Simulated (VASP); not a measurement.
All values below come from vdW-DF2, VASP's PBE PAW potentials (set 64) (plane waves; VASP).

Input for VASP

File KPOINTS:
```
Automatic
0
G
11 11 11
```

INCAR:
```
GGA = ML
LREAL = .False.   ! projection in real space or not
NSW = 60   ! most ionic steps
LASPH = .True.   ! aspherical one-centre terms
PREC = Accurate
ISIF = 3
EDIFFG = -0.01   ! ionic stop
LMAXMIX = 4
NELM = 100
ENCUT = 520
LUSE_VDW = .True.
LWAVE = .False.
ISMEAR = 1   ! Methfessel-Paxton
SIGMA = 0.1   ! width (eV)
AGGAC = 0.0
LCHARG = .False.
IBRION = 2
ZAB_VDW = -1.8867
EDIFF = 1E-6   ! SCF stop (eV)
SYSTEM = Pb
ALGO = Normal
```

File POSCAR:
```
Pb
1
   -0.0000000000     2.6143323459     2.6143323459
    2.6143323459     0.0000000000     2.6143323459
    2.6143323459     2.6143323459     0.0000000000
Pb
1
Direct
  0.0000000000   0.0000000000   0.0000000000
```

POTCAR, in this order: Pb_d (PBE.64 set). Program: vasp_std.

Output of the run:

File OUTCAR:
```
 ion  position               nearest neighbor table
   1  0.000  0.000  0.000-
  LATTYP: Found a face centered cubic cell.
 ALAT       =     5.2286646918
 Subroutine PRICEL returns:
 Original cell was already a primitive cell.
 Subroutine GETGRP returns: Found 48 space group operations
The static configuration has the point symmetry O_h .
The dynamic configuration has the point symmetry O_h .
 Subroutine INISYM returns: Found 48 space group operations
 Subroutine IBZKPT returns following result:
 Found     56 irreducible k-points:

 Following reciprocal coordinates:
            Coordinates               Weight
  0.000000  0.000000  0.000000      1.000000
  0.090909  0.000000  0.000000      8.000000
  0.181818  0.000000  0.000000      8.000000
  0.272727  0.000000  0.000000      8.000000
  0.363636  0.000000  0.000000      8.000000
  0.454545  0.000000  0.000000      8.000000
  0.090909  0.090909  0.000000      6.000000
  0.181818  0.090909  0.000000     24.000000
  0.272727  0.090909  0.000000     24.000000
  0.363636  0.090909  0.000000     24.000000
  0.454545  0.090909  0.000000     24.000000
 -0.454545  0.090909  0.000000     24.000000
 -0.363636  0.090909  0.000000     24.000000
 -0.272727  0.090909  0.000000     24.000000
 -0.181818  0.090909  0.000000     24.000000
 -0.090909  0.090909  0.000000     12.000000
  0.181818  0.181818  0.000000      6.000000
  0.272727  0.181818  0.000000     24.000000
  0.363636  0.181818  0.000000     24.000000
  0.454545  0.181818  0.000000     24.000000
 -0.454545  0.181818  0.000000     24.000000
 -0.363636  0.181818  0.000000     24.000000
 -0.272727  0.181818  0.000000     24.000000
 -0.181818  0.181818  0.000000     12.000000
  0.272727  0.272727  0.000000      6.000000
...
```

### OSZICAR
```
       N       E                     dE             d eps       ncg     rms          rms(c)
DAV:   1     0.109048600112E+03    0.10905E+03   -0.72674E+03  1235   0.141E+03
DAV:   2     0.499802736660E+01   -0.10405E+03   -0.10240E+03  1250   0.324E+02
DAV:   3    -0.179084671313E-01   -0.50159E+01   -0.49853E+01  1452   0.833E+01
DAV:   4    -0.153096376988E+00   -0.13519E+00   -0.13505E+00  1504   0.155E+01
DAV:   5    -0.158833912177E+00   -0.57375E-02   -0.57373E-02  1586   0.283E+00    0.561E-01
DAV:   6    -0.147343448103E+00    0.11490E-01   -0.22987E-02  1480   0.286E+00    0.227E-01
DAV:   7    -0.145680385016E+00    0.16631E-02   -0.79424E-03  1445   0.161E+00    0.615E-02
DAV:   8    -0.145848735999E+00   -0.16835E-03   -0.67369E-04  1310   0.386E-01    0.156E-02
DAV:   9    -0.145846554028E+00    0.21820E-05   -0.34934E-05  1469   0.105E-01    0.694E-03
DAV:  10    -0.145854501383E+00   -0.79474E-05   -0.33056E-05  1271   0.440E-02    0.734E-04
DAV:  11    -0.145854764933E+00   -0.26355E-06   -0.54982E-07  1200   0.844E-03
   1 F= -.14585476E+00 E0= -.14563208E+00  d E =-.145855E+00
```

### OUTCAR
```
------------------------ aborting loop because EDIFF is reached ----------------------------------------
  FORCE on cell =-STRESS in cart. coord.  units (eV):
  Direction    XX          YY          ZZ          XY          YZ          ZX
  --------------------------------------------------------------------------------------
  Total        0.0012371      0.0012371      0.0012371      0.0000000      0.0000000      0.0000000
  in kB        0.0554651      0.0554651      0.0554651      0.0000000      0.0000000      0.0000000
  external PRESSURE =       0.0554651 kB  Pullay stress =       0.0000000 kB
  volume of cell :       35.74
      direct lattice vectors                 reciprocal lattice vectors
     0.000000000  2.614332346  2.614332346    -0.191253419  0.191253419  0.191253419
     2.614332346  0.000000000  2.614332346     0.191253419 -0.191253419  0.191253419
     2.614332346  2.614332346  0.000000000     0.191253419  0.191253419 -0.191253419
 POSITION                                       TOTAL-FORCE (eV/Angst)
 -----------------------------------------------------------------------------------
      0.00000      0.00000      0.00000        -0.000000     -0.000000     -0.000000
 -----------------------------------------------------------------------------------
    total drift:                               -0.000000     -0.000000     -0.000000
  FREE ENERGIE OF THE ION-ELECTRON SYSTEM (eV)
  ---------------------------------------------------
  free  energy   TOTEN  =        -0.1458547649 eV

  energy  without entropy=       -0.1451866986  energy(sigma->0) =       -0.14563208

 reached required accuracy - stopping structural energy minimisation
```
(Selected blocks of OUTCAR.)

The compound is Pb in the fcc structure. It was relaxed first, which changed the volume by +18 %. The start is the result of an earlier pass.
